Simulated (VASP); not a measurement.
These are PBEsol GGA, VASP's PBE PAW potentials (set 64) (plane waves; VASP) values and carry that method's errors.

VASP input:

### POSCAR
```
HfBRh3
1
    4.0952600000     0.0000000000     0.0000000000
    0.0000000000     4.0952600000     0.0000000000
    0.0000000000     0.0000000000     4.0952600000
Hf B Rh
1 1 3
Direct
  0.0000000000   0.0000000000   0.0000000000
  0.5000000000   0.5000000000   0.5000000000
  0.0000000000   0.5000000000   0.5000000000
  0.5000000000   0.0000000000   0.5000000000
  0.5000000000   0.5000000000   0.0000000000
```

KPOINTS_OPT:
```
k-points along high-symmetry lines
10
Line-mode
Reciprocal
  0.000000   0.000000   0.000000 ! GAMMA
  0.000000   0.500000   0.000000 ! X

  0.000000   0.500000   0.000000 ! X
  0.500000   0.500000   0.000000 ! M

  0.500000   0.500000   0.000000 ! M
  0.000000   0.000000   0.000000 ! GAMMA

  0.000000   0.000000   0.000000 ! GAMMA
  0.500000   0.500000   0.500000 ! R

  0.500000   0.500000   0.500000 ! R
  0.000000   0.500000   0.000000 ! X

  0.500000   0.500000   0.500000 ! R
  0.500000   0.500000   0.000000 ! M
```

**INCAR**
```
SYSTEM = HfBRh3
PREC = Accurate; ENCUT = 400; LREAL = .False.
LASPH = .True.
EDIFF = 1E-6; NELM = 100; ALGO = Normal
LMAXMIX = 6
ISMEAR = 0; SIGMA = 0.05
GGA = PS
ISIF = 2
LWAVE = .False.; LCHARG = .False.
```

**KPOINTS**
```
kpoints
0
Gamma
 6 6 6
0 0 0
```

POTCAR, in this order: Hf_pv B Rh_pv (PBE.64 set). Program: vasp_std.

At this cut-off the stress carries a Pulay error, which pulls relaxed volumes low. Unless said otherwise, spin-orbit coupling is left out, though it shifts the bands of the heavy elements here.

Question: Estimate the energy per atom (σ→0), pressure, band gap (over mesh and band path).

Answer: 
* **energy per atom (σ→0)**: -9.179 eV/atom
* **band gap (over mesh and band path)**: none (metal, semimetal or under 0.01 eV)
* **pressure**: -4.22 GPa

### OSZICAR
```
...
DAV:  10    -0.458962654302E+02    0.25398E-02   -0.83326E-03  1488   0.472E-01    0.575E-01
DAV:  11    -0.458962914986E+02   -0.26068E-04   -0.46313E-04  1712   0.117E-01    0.114E-01
DAV:  12    -0.458962807849E+02    0.10714E-04   -0.19276E-05  1614   0.270E-02    0.424E-02
DAV:  13    -0.458962810271E+02   -0.24222E-06   -0.26709E-06  1310   0.740E-03
   1 F= -.45896281E+02 E0= -.45895947E+02  d E =-.667264E-03
       N       E                     dE             ncg
       N       E                     dE             ncg
       N       E                     dE             ncg
```

The structure comes from a computed database's HfBRh3 entry (Pm-3m); how it stands against other phases isn't given here. The cell was not relaxed at this level.
